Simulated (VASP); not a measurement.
Set up this calculation in VASP 6.6.1, as the native input.

```yaml
Task: Born charges and dielectric tensor
Functional: PBE
Potentials_or_basis: VASP PAW PBE potentials, release 64 (Zn, S)
Cutoff: 520 eV
k_mesh: 10 × 10 × 10
Occupations: gaussian, width 0.02 eV
Spin: no spin polarisation
Further_INCAR_settings: ALGO = Normal; EDIFF = 1e-08; IBRION = 8; NSW = 1
```

The structure of ZnS lies in POSCAR:

```
ZnS                                     
1.0
    0.0000000000      2.7302358000      2.7302358000
    2.7302358000      0.0000000000      2.7302358000
    2.7302358000      2.7302358000      0.0000000000
  Zn              S             
     1     1
Direct
     0.2500000000000000    0.2500000000000000    0.2500000000000000
     0.0000000000000000    0.0000000000000000    0.0000000000000000
```

One way to write it, as run:

INCAR

```
SYSTEM = ZnS
PREC = Accurate
ENCUT = 520
EDIFF = 1E-8
ISMEAR = 0
SIGMA = 0.02
LREAL = .False.
LASPH = .True.
NELM = 80
ALGO = Normal
ISIF = 2
LWAVE = .False.
LCHARG = .False.
GGA = PE
LEPSILON = .True.
IBRION = 8
NSW = 1
```

KPOINTS

```
Automatic mesh
0
Gamma
  10 10 10
  0 0 0
```

Potentials or basis: VASP PAW PBE potentials, release 64 (Zn, S).

Run with:

```sh
$ cat potpaw_PBE.64/Zn/POTCAR potpaw_PBE.64/S/POTCAR > POTCAR
$ mpirun -np 1 vasp_std > vasp.out
```

It gave:

```
Band gap on the k mesh                                  : 1.98 eV, direct
Electronic dielectric tensor (diagonal)                 : 5.96
Born charges (mean of the diagonal)                     : Zn +2.05; S -2.05 e
Highest phonon frequency at Γ, LO-TO splitting left out : 257 cm⁻¹
```

Run time: 13 min on 1 thread of Intel(R) Xeon(R) Platinum 8259CL CPU @ 2.50GHz (Skylake/Cascade Lake), with other jobs on the host, peak memory 0.37 GiB.
